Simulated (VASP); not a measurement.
VASP ran on this input.

### POSCAR
```
NiSi2
1
    0.0000000000     2.7591000000     2.7591000000
    2.7591000000     0.0000000000     2.7591000000
    2.7591000000     2.7591000000     0.0000000000
Si Ni
2 1
Direct
  0.2500000000   0.2500000000   0.2500000000
  0.7500000000   0.7500000000   0.7500000000
  0.0000000000   0.0000000000   0.0000000000
```

### KPOINTS
```
Automatic mesh
0
Gamma
7 7 7
0 0 0
```

**INCAR**
```
SYSTEM = NiSi2
PREC = Accurate
ENCUT = 400
EDIFF = 1E-6
NELM = 60
ALGO = Normal
LREAL = .FALSE.
LASPH = .TRUE.
ISMEAR = 1
SIGMA = 0.1
GGA = PE
LMAXMIX = 4
LWAVE = .FALSE.
LCHARG = .FALSE.
ISIF = 2
IMIX = 1
AMIX = 1.2
BMIX = 0.0001
```

POTCAR, in this order: Si Ni (PBE.64 set). Program: vasp_std.

The run wrote:

### standard output
```
...
DAV:  21    -0.302926785985E+04   -0.19170E+03   -0.37031E+04   760   0.883E+02    0.104E+03
DAV:  22    -0.282588118311E+04    0.20339E+03   -0.33138E+04   880   0.356E+02    0.106E+03
DAV:  23    -0.303793099092E+04   -0.21205E+03   -0.37292E+04   776   0.880E+02    0.107E+03
DAV:  24    -0.283225269328E+04    0.20568E+03   -0.33325E+04   880   0.359E+02    0.106E+03
DAV:  25    -0.302034559145E+04   -0.18809E+03   -0.36806E+04   760   0.904E+02    0.106E+03
DAV:  26    -0.282386665520E+04    0.19648E+03   -0.32799E+04   880   0.360E+02    0.106E+03
DAV:  27    -0.306450562228E+04   -0.24064E+03   -0.37723E+04   792   0.912E+02    0.106E+03
DAV:  28    -0.283655394587E+04    0.22795E+03   -0.33346E+04   880   0.355E+02    0.105E+03
DAV:  29    -0.302167866028E+04   -0.18512E+03   -0.37105E+04   792   0.897E+02    0.105E+03
DAV:  30    -0.281342196274E+04    0.20826E+03   -0.33149E+04   880   0.358E+02    0.104E+03
DAV:  31    -0.300010664722E+04   -0.18668E+03   -0.36689E+04   784   0.879E+02    0.103E+03
DAV:  32    -0.281909611965E+04    0.18101E+03   -0.32631E+04   880   0.361E+02    0.105E+03
DAV:  33    -0.301939290948E+04   -0.20030E+03   -0.36896E+04   760   0.869E+02    0.105E+03
DAV:  34    -0.282273643245E+04    0.19666E+03   -0.33164E+04   880   0.357E+02    0.105E+03
DAV:  35    -0.306602808528E+04   -0.24329E+03   -0.37735E+04   776   0.892E+02    0.105E+03
DAV:  36    -0.283365189132E+04    0.23238E+03   -0.33394E+04   880   0.358E+02    0.105E+03
DAV:  37    -0.304090585579E+04   -0.20725E+03   -0.37374E+04   776   0.886E+02    0.105E+03
DAV:  38    -0.283726115402E+04    0.20364E+03   -0.33275E+04   880   0.351E+02    0.106E+03
DAV:  39    -0.305588901257E+04   -0.21863E+03   -0.37496E+04   768   0.919E+02    0.106E+03
DAV:  40    -0.283134057687E+04    0.22455E+03   -0.33315E+04   880   0.355E+02    0.106E+03
DAV:  41    -0.303834383813E+04   -0.20700E+03   -0.37177E+04   752   0.878E+02    0.106E+03
DAV:  42    -0.283788350843E+04    0.20046E+03   -0.33097E+04   880   0.357E+02    0.107E+03
DAV:  43    -0.306763164217E+04   -0.22975E+03   -0.37676E+04   792   0.930E+02    0.107E+03
DAV:  44    -0.283472818412E+04    0.23290E+03   -0.33121E+04   880   0.358E+02    0.106E+03
DAV:  45    -0.300438447295E+04   -0.16966E+03   -0.36589E+04   760   0.864E+02    0.105E+03
DAV:  46    -0.282788878444E+04    0.17650E+03   -0.33322E+04   880   0.355E+02    0.106E+03
DAV:  47    -0.305254793333E+04   -0.22466E+03   -0.37349E+04   760   0.869E+02    0.107E+03
DAV:  48    -0.284177115133E+04    0.21078E+03   -0.33279E+04   880   0.356E+02    0.107E+03
DAV:  49    -0.307261895341E+04   -0.23085E+03   -0.37817E+04   784   0.883E+02    0.108E+03
DAV:  50    -0.285453823988E+04    0.21808E+03   -0.33126E+04   880   0.357E+02    0.107E+03
DAV:  51    -0.307402069532E+04   -0.21948E+03   -0.37854E+04   776   0.917E+02    0.107E+03
DAV:  52    -0.283542039777E+04    0.23860E+03   -0.33108E+04   880   0.359E+02    0.105E+03
DAV:  53    -0.302377989807E+04   -0.18836E+03   -0.37075E+04   792   0.895E+02    0.105E+03
DAV:  54    -0.283671742285E+04    0.18706E+03   -0.33090E+04   880   0.355E+02    0.105E+03
DAV:  55    -0.303607698084E+04   -0.19936E+03   -0.37245E+04   784   0.918E+02    0.106E+03
DAV:  56    -0.283077836513E+04    0.20530E+03   -0.33410E+04   880   0.357E+02    0.106E+03
DAV:  57    -0.302126404665E+04   -0.19049E+03   -0.36876E+04   744   0.904E+02    0.106E+03
DAV:  58    -0.282058172478E+04    0.20068E+03   -0.33408E+04   880   0.363E+02    0.107E+03
DAV:  59    -0.305489882938E+04   -0.23432E+03   -0.37518E+04   776   0.889E+02    0.107E+03
DAV:  60    -0.283760904872E+04    0.21729E+03   -0.33131E+04   880   0.355E+02

 -----------------------------------------------------------------------------
|                                                                             |
|           W    W    AA    RRRRR   N    N  II  N    N   GGGG   !!!           |
|           W    W   A  A   R    R  NN   N  II  NN   N  G    G  !!!           |
|           W    W  A    A  R    R  N N  N  II  N N  N  G       !!!           |
|           W WW W  AAAAAA  RRRRR   N  N N  II  N  N N  G  GGG   !            |
|           WW  WW  A    A  R   R   N   NN  II  N   NN  G    G                |
|           W    W  A    A  R    R  N    N  II  N    N   GGGG   !!!           |
|                                                                             |
|     The electronic self-consistency was not achieved in the given           |
|     number of steps (NELM). The forces and other quantities evaluated       |
|     might not be reliable so examine the results carefully. If you find     |
|     spurious results, we suggest increasing NELM, if you were close to      |
|     convergence or switching to a different ALGO or adjusting the           |
|     density mixing parameters otherwise.                                    |
|                                                                             |
 -----------------------------------------------------------------------------

   1 F= -.28376090E+04 E0= -.28376086E+04  d E =-.132622E-02
```

### OUTCAR
```
------------------------ aborting loop EDIFF was not reached (unconverged)  ----------------------------
  FORCE on cell =-STRESS in cart. coord.  units (eV):
  Direction    XX          YY          ZZ          XY          YZ          ZX
  --------------------------------------------------------------------------------------
  Total     1796.4920824   1796.4920824   1796.4920824      0.0000000      0.0000000     -0.0000000
  in kB    68517.8253415  68517.8253415  68517.8253415      0.0000000      0.0000000     -0.0000000
  external PRESSURE =   68517.8253415 kB  Pullay stress =       0.0000000 kB
  volume of cell :       42.01
      direct lattice vectors                 reciprocal lattice vectors
     0.000000000  2.759100000  2.759100000    -0.181218513  0.181218513  0.181218513
     2.759100000  0.000000000  2.759100000     0.181218513 -0.181218513  0.181218513
     2.759100000  2.759100000  0.000000000     0.181218513  0.181218513 -0.181218513
 POSITION                                       TOTAL-FORCE (eV/Angst)
 -----------------------------------------------------------------------------------
      1.37955      1.37955      1.37955        -0.000000     -0.000000     -0.000000
      4.13865      4.13865      4.13865         0.000000      0.000000      0.000000
      0.00000      0.00000      0.00000         0.000000      0.000000      0.000000
 -----------------------------------------------------------------------------------
    total drift:                               -0.000000      0.000000      0.000000
  FREE ENERGIE OF THE ION-ELECTRON SYSTEM (eV)
  ---------------------------------------------------
  free  energy   TOTEN  =     -2837.6090487230 eV

  energy  without entropy=    -2837.6077224996  energy(sigma->0) =    -2837.60860665
```
(Selected blocks of OUTCAR.)

**Question.** Read input and log: which fault does this run have?
(A) NSW is too small for the relaxation to finish
(B) LDAUL, LDAUU and LDAUJ hold more entries than there are species
(C) LEPSILON was set for a metal
(D) simple mixing (IMIX = 1) with AMIX above 1 overshoots

**Answer.** D, simple mixing (IMIX = 1) with AMIX above 1 overshoots. The run did not converge; its last values are not results. Against the sound run, the energy per atom (σ→0) drops by 940.087 eV/atom; the pressure goes up by 6857.98 GPa.

To mend it, remove IMIX, remove AMIX, remove BMIX.

The mended run (PBE GGA, plane waves, VASP's PBE PAW potentials (set 64)) converges, and its OSZICAR ends with
```
   1 F= -.17349493E+02 E0= -.17349020E+02  d E =-.141828E-02
```

The compound is NiSi2 in the fluorite structure. The cell was not relaxed at this level. The run is not spin-polarised, so no magnetic state was tried.
